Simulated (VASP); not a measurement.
TiC (rock salt) is relaxed at rising pressure, each step from the one before. Symmetry mostly holds the structure type, and other phases were not tried. The mesh follows the cell, and a change of mesh leaves a small step in the series.

Input:

```
TiC
1.0
    0.00000     2.14753     2.14753
    2.14753     0.00000     2.14753
    2.14753     2.14753     0.00000
Ti C
1 1
Cartesian
  0.00000   0.00000   0.00000
  2.14753   2.14753   2.14753
```

These are PBEsol GGA, VASP's PBE PAW potentials (set 64) (plane waves; VASP) values and carry that method's errors. Numerical set-up: 620 eV cut-off, 15×15×15 Γ-centred mesh, first-order Methfessel-Paxton smearing of 0.10 eV, potentials Ti_sv C.

```tsv
P (GPa)	V (Å³/atom)	H − H(0) (eV/atom)	space group	gap on the mesh (eV)	k-mesh
0	9.90	0.000	Fm-3m	0.00	15×15×15
5	9.72	0.306	Fm-3m	0.00	15×15×15
10	9.56	0.607	Fm-3m	0.00	15×15×15
20	9.27	1.195	Fm-3m	0.00	15×15×15
30	…	…	Fm-3m	0.00	15×15×15
45	…	…	Fm-3m	0.00	15×15×15
```

Some entries are withheld; supply them.

- 45, V (Å³/atom): 8.68
- 45, H − H(0) (eV/atom): 2.594
- 30, V (Å³/atom): 9.02
- 30, H − H(0) (eV/atom): 1.765

Pressures at which the relaxation failed are left out.

The compound is TiC in the rock salt structure.
